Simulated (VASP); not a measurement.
Input:

```xyz
3
Lattice="0.0000 2.7330 2.6948 2.7972 0.0000 2.6948 2.7972 2.7330 0.0000" Properties=species:S:1:pos:R:3 pbc="T T T"
Ca     0.0000     0.0000     0.0000
F      1.3986     1.3665     1.3474
F      4.2400     4.0995     4.0422
```

Calculation: PBE GGA, VASP's PBE PAW potentials (set 64) (plane waves; VASP). Settings: 450 eV cut-off, 6×6×6 Γ-centred mesh, Gaussian smearing of 0.050 eV, potentials Ca_sv F.

At this cut-off the stress carries a Pulay error, which pulls relaxed volumes low.

**Question.** Give the force on each atom (eV/Å).

**Answer.** 
```csv
atom,Fx,Fy,Fz
Ca1,0.095,0.000,0.000
F2,0.088,0.000,0.000
F3,-0.183,0.000,0.000
```

**Question.** Give the stress tensor in GPa (positive for a compressed cell).

**Answer.** 
```
-2.86   0.00   0.00
 0.00  -0.18   0.41
 0.00   0.41   1.42
```
The pressure is its mean diagonal, -0.54 GPa.

The compound is CaF2 in the fluorite structure. The cell was not relaxed at this level, atoms are displaced from their ideal sites. The run is one of a series of settings (ENCUT = 450 against the base run), some of them coarse on purpose.
